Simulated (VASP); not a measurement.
Consider the following.

```yaml
crystal:
  lattice:
    - [5.06586, 0.00000, 0.00000]
    - [0.00000, 1.53816, 8.17020]
    - [0.00000, -1.53816, 8.17020]
  atoms:
    - { symbol: Mg, position: [0.50000, 0.00013, 0.00013] }
    - { symbol: Mg, position: [0.50000, 0.67006, 0.67006] }
    - { symbol: Mg, position: [0.50000, 0.32783, 0.32783] }
    - { symbol: Mg, position: [0.00000, 0.88492, 0.88492] }
    - { symbol: Mg, position: [0.00000, 0.56150, 0.56150] }
    - { symbol: Ti, position: [0.00000, 0.22224, 0.22224] }
```

All values below come from PBEsol GGA, VASP's PBE PAW potentials (set 64) (plane waves; VASP). Run with 400 eV cut-off, Gaussian smearing of 0.050 eV, potentials Mg Ti_sv.

The run has a spin-polarised start.

Task: Give the spin-up energies of bands 5 to 15 at the high-symmetry points, in eV from the Fermi level.

Result: 
| band | Γ | Y | C0 | Z | A0 | T | S | R |
|---|---|---|---|---|---|---|---|---|
| 5 | -6.94 | -6.44 | -2.95 | -5.55 | -2.27 | -5.11 | -3.06 | -2.30 |
| 6 | -4.75 | -6.29 | -2.91 | -5.38 | -1.75 | -4.93 | -2.86 | -1.80 |
| 7 | -4.64 | -2.49 | -2.65 | -3.64 | -1.62 | -4.92 | -2.26 | -1.58 |
| 8 | -1.78 | -1.92 | -1.45 | -3.30 | -1.61 | -4.66 | -1.76 | -1.36 |
| 9 | -1.43 | -1.53 | -0.95 | -3.22 | -1.39 | -1.37 | -1.03 | -1.32 |
| 10 | -0.94 | -1.48 | -0.87 | -3.04 | -1.02 | -1.35 | -0.87 | -1.09 |
| 11 | -0.79 | -0.78 | -0.10 | -0.58 | -0.80 | -0.88 | -0.17 | -0.69 |
| 12 | 0.01 | -0.45 | 0.22 | -0.12 | -0.19 | -0.65 | 0.28 | -0.47 |
| 13 | 0.81 | 0.08 | 0.27 | 0.40 | -0.16 | -0.21 | 0.38 | -0.02 |
| 14 | 1.09 | 0.37 | 1.79 | 1.46 | 0.38 | 1.46 | 1.40 | 0.30 |
| 15 | 1.47 | 1.47 | 2.16 | 1.48 | 0.88 | 1.48 | 2.37 | 0.57 |

Task: Give the spin-down energies of bands 5 to 15 at the high-symmetry points, in eV from the Fermi level.

Result: 
```json
[
 {"band": "5", "Γ": "-6.82", "Y": "-6.39", "C0": "-2.87", "Z": "-5.49", "A0": "-2.02", "T": "-5.08", "S": "-2.88", "R": "-2.07"},
 {"band": "6", "Γ": "-4.65", "Y": "-6.05", "C0": "-2.69", "Z": "-5.19", "A0": "-1.57", "T": "-4.84", "S": "-2.77", "R": "-1.53"},
 {"band": "7", "Γ": "-4.42", "Y": "-2.23", "C0": "-2.48", "Z": "-3.57", "A0": "-1.54", "T": "-4.82", "S": "-2.02", "R": "-1.50"},
 {"band": "8", "Γ": "-1.33", "Y": "-1.76", "C0": "-1.16", "Z": "-3.17", "A0": "-1.29", "T": "-4.27", "S": "-1.60", "R": "-1.20"},
 {"band": "9", "Γ": "-1.26", "Y": "-1.30", "C0": "-0.60", "Z": "-3.05", "A0": "-1.26", "T": "-1.12", "S": "-0.64", "R": "-0.93"},
 {"band": "10", "Γ": "-0.51", "Y": "-0.72", "C0": "-0.24", "Z": "-2.60", "A0": "-0.72", "T": "-0.73", "S": "-0.25", "R": "-0.89"},
 {"band": "11", "Γ": "0.21", "Y": "-0.55", "C0": "0.34", "Z": "0.51", "A0": "-0.42", "T": "-0.63", "S": "0.37", "R": "-0.54"},
 {"band": "12", "Γ": "0.30", "Y": "-0.35", "C0": "0.61", "Z": "0.79", "A0": "0.09", "T": "-0.33", "S": "0.65", "R": "-0.14"},
 {"band": "13", "Γ": "1.06", "Y": "0.88", "C0": "1.00", "Z": "1.01", "A0": "0.21", "T": "0.79", "S": "1.03", "R": "0.43"},
 {"band": "14", "Γ": "1.30", "Y": "0.91", "C0": "2.21", "Z": "2.16", "A0": "1.19", "T": "2.16", "S": "1.86", "R": "0.82"},
 {"band": "15", "Γ": "2.14", "Y": "2.15", "C0": "2.38", "Z": "2.20", "A0": "1.46", "T": "2.20", "S": "2.45", "R": "1.37"}
]
```

It has no gap at this level: it comes out as a metal or semimetal.

The structure comes from a computed database's Mg5Ti entry (Amm2); how it stands against other phases isn't given here. It was relaxed first.
